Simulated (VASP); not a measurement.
# Quasiparticle energies of AlN in VASP, part 3 of 8

Aim: the quasiparticle gap of AlN, and what it costs to get it. The cell is of the wurtzite type, one of the forms listed for this formula. The start is a cell from a database of measured crystal structures.

VASP 6.6.1, plane waves and PAW; the level of theory is named at each step.

So far, gap on the k-mesh (eV): step 4 (empty bands, functional LDA) 4.21.

The database entry behind the starting cell differs from later determinations by our own check (inner coordinate u about 0.002 short), so it need not match the best structure at ambient conditions.

### Step 5. evGW0

This step: evGW0 on LDA; plane waves and PAW (Al_GW, N_GW) (VASP 6.6.1).

The lowest NBANDSGW levels in G are updated for four passes while W stays fixed, so the result depends less on the starting levels.

File INCAR:

```
SYSTEM = AlN
PREC = Accurate
ENCUT = 450
ISMEAR = 0
SIGMA = 0.01
LREAL = .FALSE.
GGA = CA
NBANDS = 232
ALGO = EVGW0
NELMGW = 4
ENCUTGW = 180
NOMEGA = 48
PRECFOCK = Fast
NBANDSGW = 16
LWAVE = .FALSE.
LCHARG = .FALSE.
```

File POSCAR:

```
AlN
1.0
    3.1130000000      0.0000000000      0.0000000000
   -1.5565000000      2.6959370820      0.0000000000
    0.0000000000      0.0000000000      4.9810000000
Al N
2 2
Direct
    0.6666666667      0.3333333333      0.4990517037
    0.3333333333      0.6666666667      0.9990517037
    0.6666666667      0.3333333333      0.8809482963
    0.3333333333      0.6666666667      0.3809482963
```

File KPOINTS:

```
Automatic mesh
0
Gamma
6 6 4
0 0 0
```

PAW data sets: Al_GW and N_GW (LDA family, release 64).

Command:

```
$ mpirun -np 4 vasp_std
```

What it wrote:

```text
[banner, memory and clock lines left out]
running    4 mpi-ranks, on    1 nodes
 distrk:  each k-point on    4 cores,    1 groups
 distr:  one band on    1 cores,    4 groups

 POSCAR found type information on POSCAR AlN
 POSCAR found :  2 types and       4 ions
|                                                                             |
|           W    W    AA    RRRRR   N    N  II  N    N   GGGG   !!!           |
|           W    W   A  A   R    R  NN   N  II  NN   N  G    G  !!!           |
|           W    W  A    A  R    R  N N  N  II  N N  N  G       !!!           |
|           W WW W  AAAAAA  RRRRR   N  N N  II  N  N N  G  GGG   !            |
|           WW  WW  A    A  R   R   N   NN  II  N   NN  G    G                |
|           W    W  A    A  R    R  N    N  II  N    N   GGGG   !!!           |
|                                                                             |
|     The default for ENCUTGWSOFT is different in this version of VASP.       |
|     please manually set ENCUTGWSOFT =180 in the INCAR file.                 |
|                                                                             |

 LDA part: xc-table for (Slater(with rela. corr.)+CA(PZ))
 , standard interpolation
 found WAVECAR, reading the header
 POSCAR, INCAR and KPOINTS ok, starting setup
 FFT: planning ... GRIDC
 FFT: planning ... GRID_SOFT
 FFT: planning ... GRID
 reading WAVECAR
 the WAVECAR file was read successfully
 initial charge from wavefunction
 available memory per node:     59.15 GB, setting MAXMEM to     60574

 The Fermi energy was updated, please check that it is located mid-gap
 values below the HOMO (VB) or above the LUMO (CB) will cause erroneous energies
 E-fermi :   7.1275

 calculate exact exchange contribution
 the WAVEDER file was read successfully
energies w=
    0.000    0.000    0.795    0.000    1.587    0.000    2.373    0.000
    3.149    0.000    3.915    0.000    4.668    0.000    5.407    0.000
    6.133    0.000    6.846    0.000    7.545    0.000    8.234    0.000
    8.912    0.000    9.582    0.000   10.247    0.000   10.907    0.000
   11.567    0.000   12.227    0.000   12.892    0.000   13.565    0.000
   14.248    0.000   14.946    0.000   15.662    0.000   16.402    0.000
   17.169    0.000   17.971    0.000   18.814    0.000   19.705    0.000
   20.655    0.000   21.675    0.000   22.778    0.000   23.981    0.000
   25.304    0.000   26.773    0.000   28.423    0.000   30.296    0.000
   32.447    0.000   34.955    0.000   37.924    0.000   41.503    0.000
   45.910    0.000   51.476    0.000   58.732    0.000   68.581    0.000
   82.695    0.000  104.560    0.000  142.844    0.000  226.733    0.000
 responsefunction array rank=     248
 LDA part: xc-table for (Slater(with rela. corr.)+CA(PZ))
 , standard interpolation

 min. memory requirement per mpi rank    358.1 MB, per node   1432.4 MB

 allocating  12 responsefunctions rank=   248
 shmem allocating  48 responsefunctions rank=   248
 response function shared by NCSHMEM nodes    1
 Doing           12  frequencies on each core in blocks of           48
NQ=   1    0.0000    0.0000    0.0000,
|.........|.........|.........|.........|.........|.........|.........|.........
 performed        672000 updates of chi_q(r,r)
 total number of BLAS operations        322.69 Gflops
NQ=   2    0.1667    0.0000    0.0000,
|.........|.........|.........|.........|.........|.........|.........|.........
 performed       1856000 updates of chi_q(r,r)
 total number of BLAS operations        850.36 Gflops
NQ=   3    0.3333    0.0000    0.0000,
|.........|.........|.........|.........|.........|.........|.........|.........
 performed       3040000 updates of chi_q(r,r)
 total number of BLAS operations       1351.54 Gflops
NQ=   4    0.5000    0.0000    0.0000,
|.........|.........|.........|.........|.........|.........|.........|.........
 performed       3956000 updates of chi_q(r,r)
 total number of BLAS operations       1713.08 Gflops
NQ=   5    0.1667    0.1667    0.0000,
|.........|.........|.........|.........|.........|.........|.........|.........
 performed       5184000 updates of chi_q(r,r)
 total number of BLAS operations       2210.75 Gflops
NQ=   6    0.3333    0.1667    0.0000,
|.........|.........|.........|.........|.........|.........|.........|.........
 performed       6590000 updates of chi_q(r,r)
 total number of BLAS operations       2811.37 Gflops
NQ=   7    0.3333    0.3333    0.0000,
|.........|.........|.........|.........|.........|.........|.........|.........
 performed       7388000 updates of chi_q(r,r)
 total number of BLAS operations       3126.08 Gflops
NQ=   8    0.0000    0.0000    0.2500,
|.........|.........|.........|.........|.........|.........|.........|.........
 performed       8111000 updates of chi_q(r,r)
 total number of BLAS operations       3440.51 Gflops
NQ=   9    0.1667    0.0000    0.2500,
|.........|.........|.........|.........|.........|.........|.........|.........
 performed       9428000 updates of chi_q(r,r)
 total number of BLAS operations       4027.72 Gflops
NQ=  10    0.3333    0.0000    0.2500,
|.........|.........|.........|.........|.........|.........|.........|.........
 performed      10745000 updates of chi_q(r,r)
 total number of BLAS operations       4580.61 Gflops
NQ=  11    0.5000    0.0000    0.2500,
|.........|.........|.........|.........|.........|.........|.........|.........
 performed      11795000 updates of chi_q(r,r)
 total number of BLAS operations       5025.23 Gflops
NQ=  12    0.1667    0.1667    0.2500,
|.........|.........|.........|.........|.........|.........|.........|.........
 performed      13201000 updates of chi_q(r,r)
 total number of BLAS operations       5636.30 Gflops
NQ=  13    0.3333    0.1667    0.2500,
|.........|.........|.........|.........|.........|.........|.........|.........
 performed      14786000 updates of chi_q(r,r)
 total number of BLAS operations       6289.75 Gflops
NQ=  14    0.3333    0.3333    0.2500,
|.........|.........|.........|.........|.........|.........|.........|.........
 performed      15658000 updates of chi_q(r,r)
 total number of BLAS operations       6652.57 Gflops
NQ=  15    0.0000    0.0000    0.5000,
|.........|.........|.........|.........|.........|.........|.........|.........
 performed      16330000 updates of chi_q(r,r)
 total number of BLAS operations       6898.77 Gflops
NQ=  16    0.1667    0.0000    0.5000,
|.........|.........|.........|.........|.........|.........|.........|.........
 performed      17514000 updates of chi_q(r,r)
 total number of BLAS operations       7435.42 Gflops
NQ=  17    0.3333    0.0000    0.5000,
[...]
|.........|.........|.........|.........|.........|.........|.........|.........
 performed       8111000 updates of chi_q(r,r)
 total number of BLAS operations       3440.51 Gflops
NQ=   9    0.1667    0.0000    0.2500,
|.........|.........|.........|.........|.........|.........|.........|.........
 performed       9428000 updates of chi_q(r,r)
 total number of BLAS operations       4027.72 Gflops
NQ=  10    0.3333    0.0000    0.2500,
|.........|.........|.........|.........|.........|.........|.........|.........
 performed      10745000 updates of chi_q(r,r)
 total number of BLAS operations       4580.61 Gflops
NQ=  11    0.5000    0.0000    0.2500,
|.........|.........|.........|.........|.........|.........|.........|.........
 performed      11795000 updates of chi_q(r,r)
 total number of BLAS operations       5025.23 Gflops
NQ=  12    0.1667    0.1667    0.2500,
|.........|.........|.........|.........|.........|.........|.........|.........
 performed      13201000 updates of chi_q(r,r)
 total number of BLAS operations       5636.30 Gflops
NQ=  13    0.3333    0.1667    0.2500,
|.........|.........|.........|.........|.........|.........|.........|.........
 performed      14786000 updates of chi_q(r,r)
 total number of BLAS operations       6289.75 Gflops
NQ=  14    0.3333    0.3333    0.2500,
|.........|.........|.........|.........|.........|.........|.........|.........
 performed      15658000 updates of chi_q(r,r)
 total number of BLAS operations       6652.57 Gflops
NQ=  15    0.0000    0.0000    0.5000,
|.........|.........|.........|.........|.........|.........|.........|.........
 performed      16330000 updates of chi_q(r,r)
 total number of BLAS operations       6898.77 Gflops
NQ=  16    0.1667    0.0000    0.5000,
|.........|.........|.........|.........|.........|.........|.........|.........
 performed      17514000 updates of chi_q(r,r)
 total number of BLAS operations       7435.42 Gflops
NQ=  17    0.3333    0.0000    0.5000,
|.........|.........|.........|.........|.........|.........|.........|.........
 performed      18698000 updates of chi_q(r,r)
 total number of BLAS operations       7910.79 Gflops
NQ=  18    0.5000    0.0000    0.5000,
|.........|.........|.........|.........|.........|.........|.........|.........
 performed      19614000 updates of chi_q(r,r)
 total number of BLAS operations       8292.14 Gflops
NQ=  19    0.1667    0.1667    0.5000,
|.........|.........|.........|.........|.........|.........|.........|.........
 performed      20842000 updates of chi_q(r,r)
 total number of BLAS operations       8821.25 Gflops
NQ=  20    0.3333    0.1667    0.5000,
|.........|.........|.........|.........|.........|.........|.........|.........
 performed      22248000 updates of chi_q(r,r)
 total number of BLAS operations       9406.38 Gflops
NQ=  21    0.3333    0.3333    0.5000,
|.........|.........|.........|.........|.........|.........|.........|.........
 performed      23046000 updates of chi_q(r,r)
 total number of BLAS operations       9738.33 Gflops
 resolving degeneracies of screened two electron integrals

 calculate QP shifts <psi_nk| G(iteration)W_0 |psi_nk>: iteration 3
 allocating  12 responsefunctions rank=   248
 shmem allocating  48 responsefunctions rank=   248
 response function shared by NCSHMEM nodes    1
 Doing           12  frequencies on each core in blocks of           48
NQ=   1    0.0000    0.0000    0.0000,
|.........|.........|.........|.........|.........|.........|.........|.........
 performed        672000 updates of chi_q(r,r)
 total number of BLAS operations        322.69 Gflops
NQ=   2    0.1667    0.0000    0.0000,
|.........|.........|.........|.........|.........|.........|.........|.........
 performed       1856000 updates of chi_q(r,r)
 total number of BLAS operations        850.36 Gflops
NQ=   3    0.3333    0.0000    0.0000,
|.........|.........|.........|.........|.........|.........|.........|.........
 performed       3040000 updates of chi_q(r,r)
 total number of BLAS operations       1351.54 Gflops
NQ=   4    0.5000    0.0000    0.0000,
|.........|.........|.........|.........|.........|.........|.........|.........
 performed       3956000 updates of chi_q(r,r)
 total number of BLAS operations       1713.08 Gflops
NQ=   5    0.1667    0.1667    0.0000,
|.........|.........|.........|.........|.........|.........|.........|.........
 performed       5184000 updates of chi_q(r,r)
 total number of BLAS operations       2210.75 Gflops
NQ=   6    0.3333    0.1667    0.0000,
|.........|.........|.........|.........|.........|.........|.........|.........
 performed       6590000 updates of chi_q(r,r)
 total number of BLAS operations       2811.37 Gflops
NQ=   7    0.3333    0.3333    0.0000,
|.........|.........|.........|.........|.........|.........|.........|.........
 performed       7388000 updates of chi_q(r,r)
 total number of BLAS operations       3126.08 Gflops
NQ=   8    0.0000    0.0000    0.2500,
|.........|.........|.........|.........|.........|.........|.........|.........
 performed       8111000 updates of chi_q(r,r)
 total number of BLAS operations       3440.51 Gflops
NQ=   9    0.1667    0.0000    0.2500,
|.........|.........|.........|.........|.........|.........|.........|.........
 performed       9428000 updates of chi_q(r,r)
 total number of BLAS operations       4027.72 Gflops
NQ=  10    0.3333    0.0000    0.2500,
|.........|.........|.........|.........|.........|.........|.........|.........
 performed      10745000 updates of chi_q(r,r)
 total number of BLAS operations       4580.61 Gflops
NQ=  11    0.5000    0.0000    0.2500,
|.........|.........|.........|.........|.........|.........|.........|.........
 performed      11795000 updates of chi_q(r,r)
 total number of BLAS operations       5025.23 Gflops
NQ=  12    0.1667    0.1667    0.2500,
|.........|.........|.........|.........|.........|.........|.........|.........
 performed      13201000 updates of chi_q(r,r)
 total number of BLAS operations       5636.30 Gflops
NQ=  13    0.3333    0.1667    0.2500,
|.........|.........|.........|.........|.........|.........|.........|.........
 performed      14786000 updates of chi_q(r,r)
 total number of BLAS operations       6289.75 Gflops
NQ=  14    0.3333    0.3333    0.2500,
|.........|.........|.........|.........|.........|.........|.........|.........
 performed      15658000 updates of chi_q(r,r)
 total number of BLAS operations       6652.57 Gflops
NQ=  15    0.0000    0.0000    0.5000,
|.........|.........|.........|.........|.........|.........|.........|.........
 performed      16330000 updates of chi_q(r,r)
 total number of BLAS operations       6898.77 Gflops
NQ=  16    0.1667    0.0000    0.5000,
|.........|.........|.........|.........|.........|.........|.........|.........
 performed      17514000 updates of chi_q(r,r)
 total number of BLAS operations       7435.42 Gflops
NQ=  17    0.3333    0.0000    0.5000,
|.........|.........|.........|.........|.........|.........|.........|.........
 performed      18698000 updates of chi_q(r,r)
 total number of BLAS operations       7910.79 Gflops
NQ=  18    0.5000    0.0000    0.5000,
|.........|.........|.........|.........|.........|.........|.........|.........
 performed      19614000 updates of chi_q(r,r)
 total number of BLAS operations       8292.14 Gflops
NQ=  19    0.1667    0.1667    0.5000,
|.........|.........|.........|.........|.........|.........|.........|.........
 performed      20842000 updates of chi_q(r,r)
 total number of BLAS operations       8821.25 Gflops
NQ=  20    0.3333    0.1667    0.5000,
|.........|.........|.........|.........|.........|.........|.........|.........
 performed      22248000 updates of chi_q(r,r)
 total number of BLAS operations       9406.38 Gflops
NQ=  21    0.3333    0.3333    0.5000,
|.........|.........|.........|.........|.........|.........|.........|.........
 performed      23046000 updates of chi_q(r,r)
 total number of BLAS operations       9738.33 Gflops
 resolving degeneracies of screened two electron integrals

 calculate QP shifts <psi_nk| G(iteration)W_0 |psi_nk>: iteration 4
 entering main loop
```

Elapsed: 19 min, on 4 MPI ranks of Intel Xeon Platinum 8488C (Sapphire Rapids), shared host; peak memory 1.6 GiB; 74 min of CPU time.

[end of part 3 of 8]

[Lines on the potential files, build, host, timing and source positions are cut from VASP's logs without a mark.]

[Logs are printed without paths, hosts, clocks, repeated set-up lines and the standing remarks that a program may print on its own settings, such as how far it seeks lower states.]

[Hosts, paths, dates, database ids (printed as entryN), source tags and the programs' standing remarks are cut or masked in the printed files.]

[Pressures printed for these runs are not shown converged in the cutoff: they can be off by several GPa and have the wrong sign.]
